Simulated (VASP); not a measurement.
Runs of VASP 6.6.1 on ZnO. Symmetry: P6_3mc, No. 186, hexagonal system. The conventional cell has a = 3.249 Å, b = 3.249 Å, c = 5.204 Å, α = 90.00°, β = 90.00°, γ = 120.00°. Zn (site symmetry 3m) is surrounded by 4 O at 1.97 to 1.99 Å. Around O (site symmetry 3m) lie 4 Zn at 1.97 to 1.99 Å. The cell was built by a generator and isn't the measured one.

| level | potentials or basis | k mesh | grid for exact exchange (PRECFOCK) | exchange at q = 0 | screening parameter | gap on the mesh (eV) | pressure (GPa) | largest force (eV/Å) |
| --- | --- | --- | --- | --- | --- | --- | --- | --- |
| PBE0 | VASP PAW PBE potentials, release 64 (Zn, O) | 8 × 8 × 5 | Fast | default | - | 3.17 | 1.5 | 0.03 |
| r2SCAN | VASP PAW PBE potentials, release 64 (Zn, O) | 8 × 8 × 5 | - | - | - | 1.23 | (b) | 0.02 |
| TB-mBJ | VASP PAW PBE potentials, release 64 (Zn, O) | 8 × 8 × 5 | - | - | - | 2.57 | - | - |
| LDA | VASP PAW LDA potentials, release 64 (Zn, O) | 12 × 12 × 8 | - | - | - | 0.74 | -6.0 | (a) |
| HSE06 | VASP PAW PBE potentials, release 64 (Zn, O) | 8 × 8 × 5 | Fast | - | 0.2 1/A | 2.50 | 1.8 | 0.03 |

Alike in all rows: task single point; no spin polarisation; cell as given; cutoff (eV) 520; smearing fermi-dirac 0.05 eV.

Task: Fill in the values left out.

Result: (a) 0.04; (b) -0.1.

Caveats: the PAW data sets were made with another functional, which shifts forces and pressure a little (some runs).

A k mesh can miss the band edges.

Runs at the PBE level aren't shown here.
